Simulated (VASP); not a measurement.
Method: PBEsol GGA, VASP's PBE PAW potentials (set 64) (plane waves; VASP).

VASP ran on this input.

### POSCAR
```
LaSi
1
    4.1573428893    -0.0000000000    -0.0000000000
   -2.0786714446     3.6003644443    -0.0000000000
    0.0000000000     0.0000000000     7.6748298673
La Si
2 2
Direct
  1.0000000000   1.0000000000   0.0000000000
  1.0000000000   0.0000000000   0.5000000000
  0.3333330000   0.6666670000   0.2500000000
  0.6666670000   0.3333330000   0.7500000000
```

**INCAR**
```
LCHARG = .FALSE.
EDIFF = 1E-7
NELM = 100   ! most electronic steps
ENCUT = 400
GGA = PS
LMAXMIX = 6   ! l cut-off of mixed one-centre charges
SYSTEM = LaSi
ALGO = Normal
ISMEAR = 0
LWAVE = .FALSE.
LASPH = .TRUE.
LREAL = .FALSE.   ! projection in real space or not
PREC = Accurate
SIGMA = 0.05
ICHARG = 11   ! fixed density
LORBIT = 11
```

KPOINTS:
```
k-points along high-symmetry lines
10
Line-mode
Reciprocal
  0.000000   0.000000   0.000000 ! GAMMA
  0.500000  -0.000000   0.000000 ! M

  0.500000  -0.000000   0.000000 ! M
  0.333333   0.333333   0.000000 ! K

  0.333333   0.333333   0.000000 ! K
  0.000000   0.000000   0.000000 ! GAMMA

  0.000000   0.000000   0.000000 ! GAMMA
  0.000000   0.000000   0.500000 ! A

  0.000000   0.000000   0.500000 ! A
  0.500000  -0.000000   0.500000 ! L

  0.500000  -0.000000   0.500000 ! L
  0.333333   0.333333   0.500000 ! H

  0.333333   0.333333   0.500000 ! H
  0.000000   0.000000   0.500000 ! A

  0.500000  -0.000000   0.500000 ! L
  0.500000  -0.000000   0.000000 ! M

  0.333333   0.333333   0.500000 ! H
  0.333333   0.333333   0.000000 ! K
```

POTCAR, in this order: La Si (PBE.64 set). Program: vasp_std. Read from the step before: CHGCAR.

What VASP printed:

### OSZICAR
```
       N       E                     dE             d eps       ncg     rms          rms(c)
DAV:   1     0.289834524594E+03    0.28983E+03   -0.90181E+03  3420   0.160E+03
DAV:   2     0.178459702946E+02   -0.27199E+03   -0.26796E+03  6164   0.337E+02
DAV:   3    -0.201351834849E+02   -0.37981E+02   -0.37349E+02  5693   0.180E+02
DAV:   4    -0.227894557951E+02   -0.26543E+01   -0.25613E+01  6784   0.417E+01
DAV:   5    -0.230092327245E+02   -0.21978E+00   -0.21720E+00  5808   0.114E+01
DAV:   6    -0.230440534665E+02   -0.34821E-01   -0.34795E-01  6816   0.402E+00
DAV:   7    -0.230455621819E+02   -0.15087E-02   -0.15085E-02  6000   0.985E-01
DAV:   8    -0.230457097407E+02   -0.14756E-03   -0.14755E-03  6808   0.294E-01
DAV:   9    -0.230457181181E+02   -0.83774E-05   -0.83770E-05  6080   0.590E-02
DAV:  10    -0.230457189218E+02   -0.80371E-06   -0.80412E-06  6552   0.183E-02
DAV:  11    -0.230457189704E+02   -0.48636E-07   -0.48449E-07  4552   0.420E-03
   1 F= -.23045719E+02 E0= -.23041468E+02  d E =-.850179E-02
```

File OUTCAR:
```
 val. band max:        6.3140809793   @ k =   0.1111   0.0000   0.5000

 cond. band min:       6.3180346574   @ k =   0.4444   0.0000   0.0000



 k-point     1 :       0.0000    0.0000    0.0000
  band No.  band energies     occupation
      1     -25.6983      2.00000
      2     -25.6417      2.00000
      3      -9.9669      2.00000
      4      -9.2238      2.00000
      5      -9.2238      2.00000
      6      -9.1709      2.00000
      7      -9.1427      2.00000
      8      -9.1427      2.00000
      9      -1.0882      2.00000
     10       0.6862      2.00000
     11       3.6427      2.00000
     12       5.7097      2.00000
     13       5.7097      2.00000
     14       6.1446      2.00000
     15       7.0715      0.00000
     16       7.4348      0.00000
     17       7.4348      0.00000
     18       8.1754      0.00000
     19       8.2462      0.00000

 k-point     2 :       0.0556    0.0000    0.0000
  band No.  band energies     occupation
      1     -25.6970      2.00000
      2     -25.6405      2.00000
      3      -9.9617      2.00000
      4      -9.2428      2.00000
      5      -9.2276      2.00000
      6      -9.1687      2.00000
      7      -9.1583      2.00000
      8      -9.1461      2.00000
      9      -1.0451      2.00000
     10       0.6571      2.00000
     11       3.7016      2.00000
     12       5.7013      2.00000
     13       5.7204      2.00000
     14       6.1634      1.99998
     15       6.9149      0.00000
     16       7.2535      0.00000
     17       7.3422      0.00000
     18       8.1683      0.00000
     19       8.2864      0.00000

 k-point     3 :       0.1111    0.0000    0.0000
  band No.  band energies     occupation
      1     -25.6933      2.00000
      2     -25.6371      2.00000
      3      -9.9468      2.00000
      4      -9.2970      2.00000
      5      -9.2386      2.00000
      6      -9.2030      2.00000
      7      -9.1622      2.00000
      8      -9.1559      2.00000
...
```

The density is held fixed in this step, so its total energy and stress have no physical meaning.

The structure was generated: LaSi was put into the NiAs type type (P6_3/mmc), which need not be its known phase. It was relaxed first, which changed the volume by -27 %.
